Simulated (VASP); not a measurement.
Method: PBEsol GGA, VASP's PBE PAW potentials (set 64) (plane waves; VASP).

A VASP calculation is set up with these files.

INCAR:
```
# general
SYSTEM   =  CsPbBr3
PREC     =  Accurate
ENCUT    =  300
LREAL    =  .False.
LASPH    =  .True.   # aspherical one-centre terms

# electronic loop
EDIFF    =  1E-6
NELM     =  100   # most electronic steps
ALGO     =  Normal
LMAXMIX  =  4   # l cut-off of mixed one-centre charges

# smearing
ISMEAR   =  -1   # Fermi-Dirac
SIGMA    =  0.01

# functional
GGA      =  PS   # PBEsol

# ions
ISIF     =  2

# output
LWAVE    =  .False.
LCHARG   =  .False.
```

### POSCAR
```
CsPbBr3
1
    5.8700000000     0.0000000000     0.0000000000
    0.0000000000     5.8700000000     0.0000000000
    0.0000000000     0.0000000000     5.8700000000
Cs Pb Br
1 1 3
Direct
 -0.0007130000  -0.0086580000  -0.0051400000
  0.5070720000   0.4983280000   0.5033740000
  0.4966880000  -0.0040970000   0.5036760000
 -0.0021810000   0.5115990000   0.4941300000
  0.4991340000   0.5028280000   0.0039610000
```

**KPOINTS**
```
Automatic mesh
0
Gamma
3 3 3
0 0 0
```

POTCAR, in this order: Cs_sv Pb_d Br (PBE.64 set). Program: vasp_std.

The run wrote:

OUTCAR:
```
 ion  position               nearest neighbor table
   1  0.999  0.991  0.995-
   2  0.507  0.498  0.503-   4 2.88   3 2.92   5 2.93   5 2.94   3 2.95   4 2.99
   3  0.497  0.996  0.504-   2 2.92   2 2.95
   4  0.998  0.512  0.494-   2 2.88   2 2.99
   5  0.499  0.503  0.004-   2 2.93   2 2.94
  LATTYP: Found a simple cubic cell.
 ALAT       =     5.8700000000
 Subroutine PRICEL returns:
 Original cell was already a primitive cell.
 Subroutine GETGRP returns: Found  1 space group operations
The static configuration has the point symmetry C_1 .
The dynamic configuration has the point symmetry C_1 .
 Subroutine INISYM returns: Found  1 space group operations
 Subroutine IBZKPT returns following result:
 Found     14 irreducible k-points:

 Following reciprocal coordinates:
            Coordinates               Weight
  0.000000  0.000000  0.000000      1.000000
  0.333333  0.000000  0.000000      2.000000
  0.000000  0.333333  0.000000      2.000000
  0.000000  0.000000  0.333333      2.000000
  0.333333  0.333333  0.000000      2.000000
  0.000000  0.333333  0.333333      2.000000
...
```

**OSZICAR**
```
       N       E                     dE             d eps       ncg     rms          rms(c)
DAV:   1     0.317296091816E+03    0.31730E+03   -0.14252E+04   736   0.990E+02
DAV:   2     0.141924570568E+02   -0.30310E+03   -0.29801E+03   948   0.283E+02
DAV:   3    -0.165112651642E+02   -0.30704E+02   -0.30628E+02   864   0.101E+02
DAV:   4    -0.173823456190E+02   -0.87108E+00   -0.86962E+00   936   0.236E+01
DAV:   5    -0.174097818761E+02   -0.27436E-01   -0.27430E-01   924   0.299E+00    0.463E+00
DAV:   6    -0.169645396042E+02    0.44524E+00   -0.87835E-01  1134   0.993E+00    0.271E+00
DAV:   7    -0.169278648339E+02    0.36675E-01   -0.42239E-01  1100   0.395E+00    0.922E-01
DAV:   8    -0.169329124759E+02   -0.50476E-02   -0.53448E-02   932   0.197E+00    0.182E-01
DAV:   9    -0.169331304465E+02   -0.21797E-03   -0.89902E-03  1012   0.758E-01    0.966E-02
DAV:  10    -0.169333387241E+02   -0.20828E-03   -0.84549E-04   988   0.203E-01    0.279E-02
DAV:  11    -0.169334096311E+02   -0.70907E-04   -0.15916E-04   886   0.849E-02    0.956E-03
DAV:  12    -0.169334123389E+02   -0.27078E-05   -0.15815E-05   956   0.382E-02    0.444E-03
DAV:  13    -0.169334124299E+02   -0.90998E-07   -0.16664E-06   638   0.123E-02
   1 F= -.16933412E+02 E0= -.16933412E+02  d E =-.159868E-11
```

**OUTCAR**
```
------------------------ aborting loop because EDIFF is reached ----------------------------------------
  FORCE on cell =-STRESS in cart. coord.  units (eV):
  Direction    XX          YY          ZZ          XY          YZ          ZX
  --------------------------------------------------------------------------------------
  Total       -0.4453763     -0.4952134     -0.5035429      0.0008736      0.0027988      0.0010038
  in kB       -3.5279582     -3.9227324     -3.9887125      0.0069203      0.0221699      0.0079514
  external PRESSURE =      -3.8131344 kB  Pullay stress =       0.0000000 kB
  volume of cell :      202.26
      direct lattice vectors                 reciprocal lattice vectors
     5.870000000  0.000000000  0.000000000     0.170357751  0.000000000  0.000000000
     0.000000000  5.870000000  0.000000000     0.000000000  0.170357751  0.000000000
     0.000000000  0.000000000  5.870000000     0.000000000  0.000000000  0.170357751
 POSITION                                       TOTAL-FORCE (eV/Angst)
 -----------------------------------------------------------------------------------
      5.86581      5.81918      5.83983         0.006716     -0.012698      0.005625
      2.97651      2.92519      2.95481        -0.145721     -0.011264     -0.010935
      2.91556      5.84595      2.95658         0.013111      0.066890      0.009402
      5.85720      3.00309      2.90054         0.116777     -0.028668      0.024892
      2.92992      2.95160      0.02325         0.009117     -0.014260     -0.028983
 -----------------------------------------------------------------------------------
    total drift:                               -0.000357     -0.000064     -0.000262
  FREE ENERGIE OF THE ION-ELECTRON SYSTEM (eV)
  ---------------------------------------------------
  free  energy   TOTEN  =       -16.9334124299 eV

  energy  without entropy=      -16.9334124299  energy(sigma->0) =      -16.93341243
```
(Selected blocks of OUTCAR.)

At this cut-off the stress carries a Pulay error, which pulls relaxed volumes low.

The structure is a typed CsPbBr3 crystal. The cell was not relaxed at this level, atoms are displaced from their ideal sites.
